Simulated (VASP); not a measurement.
CdS (zinc blende), at 1.04 of the tabulated volume:

```
CdS
1.0
    0.00000     2.94829     2.94829
    2.94829     0.00000     2.94829
    2.94829     2.94829     0.00000
Cd S
1 1
Direct
  0.00000   0.00000   0.00000
  0.25000   0.25000   0.25000
```

The lowest empty band near Γ, direction [100], from mBJ (TB09) with spin-orbit coupling in VASP (PAW); its two spin partners are averaged. The gap over the points computed is 2.56 eV, and the next band on that side lies 4.86 eV away at the edge.

Settings: 400 eV cut-off, 9×9×9 Γ-centred mesh, Gaussian smearing of 0.050 eV, potentials Cd S.

| distance from the edge in k (1/Å) | distance in energy (meV) |
|---|---|
| 0.018 | 5.1 |
| 0.025 | 9.7 |
| 0.035 | 19.0 |
| 0.050 | 38.4 |
| 0.070 | 74.2 |

Problem. Fit E(1 + αE) = ħ²k²/2m* (ħ²/2m0 = 3.810 eV Å²) and predict the row at 0.095 1/Å.

Solution. Least squares on the energies gives the electron mass m* = 0.244 m0 and α = 0.42 per eV, and so 133.4 meV. The run gave 134.1 meV, +0.7 meV from the fit.

Left out are points under 3 meV from the edge, since the levels carry 0.1 meV, and points farther than half the way to the next band.

The compound is CdS in the zinc blende structure, a metastable form; wurtzite is the usual one. The cell was not relaxed at this level.
